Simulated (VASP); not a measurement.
Given:

```yaml
crystal:
  lattice:
    - [1.66196, -2.87860, 0.00000]
    - [1.66196, 2.87860, 0.00000]
    - [0.00000, 0.00000, 14.75739]
  atoms:
    - { symbol: W, position: [0.33333, 0.66667, 0.25000] }
    - { symbol: W, position: [0.66667, 0.33333, 0.75000] }
    - { symbol: Se, position: [0.33333, 0.66667, 0.86379] }
    - { symbol: Se, position: [0.66667, 0.33333, 0.36379] }
    - { symbol: Se, position: [0.66667, 0.33333, 0.13621] }
    - { symbol: Se, position: [0.33333, 0.66667, 0.63621] }
```

The numbers are results of PBE GGA, VASP's PBE PAW potentials (set 64) (plane waves; VASP), not measurements. Numerical set-up: 400 eV cut-off, 7×7×2 Γ-centred mesh, Gaussian smearing of 0.050 eV, potentials W_sv Se.

Without a dispersion term in the relaxation, distances and binding between the weakly bound layers, chains or molecules are unreliable, and so is what depends on them.

Question: Estimate the energy per atom (σ→0).

Answer: 
```yaml
energy per atom (σ→0): -7.209 eV/atom
```

Total energies compare only between runs with the same potentials, cut-off and functional.

The compound is WSe2 in the 2H layered structure. It was relaxed first, which changed the volume by +17 %. The start is the result of an earlier pass.
